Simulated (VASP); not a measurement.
Ir: relaxation of cell and atoms with r2SCAN

Ir:

```xyz
1
Lattice="0.0000 1.9156 1.9156 1.9156 0.0000 1.9156 1.9156 1.9156 0.0000" Properties=species:S:1:pos:R:3 pbc="T T T"
Ir    0.0000    0.0000    0.0000
```

| Quantity | Value |
| --- | --- |
| Program | VASP 6.6.1 |
| Task | relaxation of cell and atoms |
| Functional | r2SCAN |
| Potentials or basis | VASP PAW PBE potentials, release 64 (Ir) |
| Cutoff | 600 eV |
| k mesh | 16 × 16 × 16 |
| Occupations | methfessel-paxton, width 0.1 eV |
| Spin | no spin polarisation |
| Further INCAR settings | ALGO = Normal; EDIFF = 1e-06; IBRION = 2; EDIFFG = -0.01; NSW = 90; ISIF = 3 |

| Item | Value |
| --- | --- |
| Relaxed volume | 14.31 Å³/atom |
| Relaxed cell | a = 2.725 Å, b = 2.725 Å, c = 2.725 Å, α = 60.00°, β = 60.00°, γ = 60.00° |
| Space group after relaxing (to 0.05 Å) | Fm-3m (No. 225) |
| Energy gained by relaxing | 5.2 meV/atom |
| Ionic steps | 4 |
| Pressure after relaxing | 0.0 GPa |
| Band gap on the k mesh | none (metal or under the smearing width) |

Step by step:
```tsv
step	energy change (eV)	largest force (eV/Å)	pressure (GPa)	volume (Å³)
1	0.0000	0.0000	6.87	14.06
2	0.0686	0.0000	-21.64	15.32
3	-0.0052	0.0000	-0.18	14.31
4	-0.0052	0.0000	0.00	14.31
```

Final structure:
```xyz
1
Lattice="0.0000 1.9268 1.9268 1.9268 0.0000 1.9268 1.9268 1.9268 0.0000" Properties=species:S:1:pos:R:3 pbc="T T T"
Ir    0.0000    0.0000    0.0000
```

Levels at points of the mesh, in eV from the Fermi level:
```csv
k point,band 2,band 3,band 4,band 5,band 6,band 7
"(0.00, 0.00, 0.00)",-3.92,-3.92,-3.92,-1.26,-1.26,15.13
"(0.50, 0.00, 0.00)",-4.07,-4.07,-0.67,0.93,0.93,7.55
"(0.50, 0.50, 0.00)",-7.49,0.83,1.55,1.55,1.79,10.92
```

It took 2.2 min on 2 MPI ranks on AMD EPYC 9R14 (Zen 4), with other jobs on the host, peak memory 0.14 GiB a rank.

Caveat: the PAW data sets were made with another functional, which shifts forces and pressure a little. The run has no spin-orbit coupling, so splittings on Ir are missing.
